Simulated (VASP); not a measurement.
Given:

```xyz
5
Lattice="3.6702 0.0000 0.0000 0.0000 3.6702 0.0000 0.0000 0.0000 3.6702" Properties=species:S:1:pos:R:3 pbc="T T T"
Sr     0.0000     0.0000     0.0000
V      1.8351     1.8351     1.8351
O      1.8351     0.0000     1.8351
O      0.0000     1.8351     1.8351
O      1.8351     1.8351     0.0000
```

Level of theory: PBEsol GGA, VASP's PBE PAW potentials (set 64) (plane waves; VASP). Numerical set-up: 620 eV cut-off, 8×8×8 Γ-centred mesh, first-order Methfessel-Paxton smearing of 0.10 eV, potentials Sr_sv V_sv O.

What does the run give for the energy per atom (σ→0), pressure, band gap (on the k-mesh) with the smallest direct gap where there is one?

```
Item                                                         Value
------------------------  ----------------------------------------
band gap (on the k-mesh)  none (metal, semimetal or under 0.01 eV)
energy per atom (σ→0)                       -788.6 kJ/mol of atoms
pressure                                                298.3 kbar
```

The compound is SrVO3 in the cubic perovskite structure. It was relaxed first under an external pressure of 30 GPa. The run is not spin-polarised, so no magnetic state was tried. The electron count is odd and the run is not spin-polarised, which forces a metal.
